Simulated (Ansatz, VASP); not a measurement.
**One calculation of LaSb, two programs**

The input INCAR:

```
SYSTEM = LaSb
PREC = Accurate
ENCUT = 600
EDIFF = 1E-6
ISMEAR = 0
SIGMA = 0.1
LREAL = .False.
LASPH = .True.
NELM = 100
ALGO = Normal
ISIF = 3
LWAVE = .False.
LCHARG = .False.
IBRION = 2
NSW = 70
EDIFFG = -0.005
```

KPOINTS

```
regular mesh
0
Gamma
  12 12 12
  0 0 0
```

Contents of POSCAR:

```
LaSb
1.0
    0.0000000000      3.2754964733      3.2754964733
    3.2754964733      0.0000000000      3.2754964733
    3.2754964733      3.2754964733      0.0000000000
La Sb
1 1
Direct
    0.0000000000      0.0000000000      0.0000000000
    0.5000000000      0.5000000000      0.5000000000
```

Input for Ansatz:

```yaml
crystal:
  lattice:
    - [0.0, 3.2754964733, 3.2754964733]
    - [3.2754964733, 0.0, 3.2754964733]
    - [3.2754964733, 3.2754964733, 0.0]
  atoms:
    - { symbol: La, position: [0.0, 0.0, 0.0] }
    - { symbol: Sb, position: [0.5, 0.5, 0.5] }
basis:
  ecutwfc: 420
kpoints:
  mp_grid: { grid: [12, 12, 12] }
hamiltonian:
  xc: lda
scf:
  occupations: { method: gaussian, width: 0.1 }
output:
  forces: true
  stress: true
  eigenvalues: true
relax:
  adjacent_minimum: "off"
  f_tol: 0.005
  max_steps: 50
  cell: { stress_tol: 0.05 }
```

Alike in both runs: task relaxation of cell and atoms; functional LDA; k mesh 12 × 12 × 12; occupations gaussian, width 0.1 eV; no spin polarisation.

|  | VASP | Ansatz |
| --- | --- | --- |
| version | VASP 6.6.1 | Ansatz 0.2.0 |
| potentials or method | VASP PAW LDA potentials, release 64 (La, Sb) | scalar-relativistic, plane waves, PAW |
| plane-wave cutoff (eV) | 600 | 420 |
| valence electrons in the cell | 16 | 26 |

|  | VASP | Ansatz | Ansatz less VASP |
| --- | --- | --- | --- |
| gap on the k mesh at the Fermi level, each at its own relaxed structure (eV) | none | none | - |
| relaxed volume (Å³/atom) | 32.81 | 32.79 | -0.023 |
| relaxed cell length with the largest relative difference (Å) | 4.528 | 4.527 | -0.0011 |
| energy change over the relaxation (meV/atom) | -28 | -29 | -0.8 |

A gap of «none» marks a metal or a gap that the smearing closes. The two sets of potentials don't hold the same shells in valence.

The runs have no spin-orbit coupling, so splittings on La, Sb are missing. LDA usually gives volumes a few per cent too small. Zero-point motion and thermal expansion aren't in these numbers.
